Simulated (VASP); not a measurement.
The system is Sn2Ge.

```
CELL_PARAMETERS angstrom
4.69063 0.00000 0.00000
0.00000 4.69063 0.00000
0.00000 0.00000 4.10203
ATOMIC_POSITIONS crystal
Sn 0.50000 0.50000 0.50000
Sn 0.00000 0.00000 0.50000
Ge 0.50000 0.50000 0.00000
```

The cell was built by a generator and needn't be a form met in nature.

```yaml
Program: VASP 6.6.1
Task: relaxation of cell and atoms
Functional: PBE
Potentials_or_basis: VASP PAW PBE potentials, release 64 (Sn_d, Ge_d)
Cutoff: 520 eV
k_mesh: 5 × 5 × 5
Occupations: gaussian, width 0.15 eV
Spin: no spin polarisation
```

At the start: pressure 24.7 GPa; volume 30.08 Å³/atom.

**Question.** Where does the relaxation end?

**Answer.** Over 8 steps the energy falls by 1563.8 meV/atom and the volume is 33.31 Å³/atom (+10.7 %); space group P4/mmm (No. 123, to 0.05 Å).

Step by step:
```csv
step,energy change (eV),largest force (eV/Å),pressure (GPa),volume (Å³)
1,0.0000,0.0000,24.67,90.25
2,-2.4847,0.0000,-8.83,147.93
3,-4.4304,0.0000,-3.42,118.36
4,-4.4470,0.0000,-3.23,117.12
5,-4.4542,0.0000,-2.80,115.89
6,-4.4540,0.0000,-2.84,115.39
7,-4.6483,0.0000,-1.37,105.97
8,-4.6915,0.0000,0.02,99.94
```

Final structure:
```
Sn Ge
1.0
     4.31230    0.00000    0.00000
     0.00000    4.31230    0.00000
     0.00000    0.00000    5.37408
Sn Ge
2 1
Direct
  0.50000 0.50000 0.50000
  0.00000 0.00000 0.50000
  0.50000 0.50000 0.00000
```
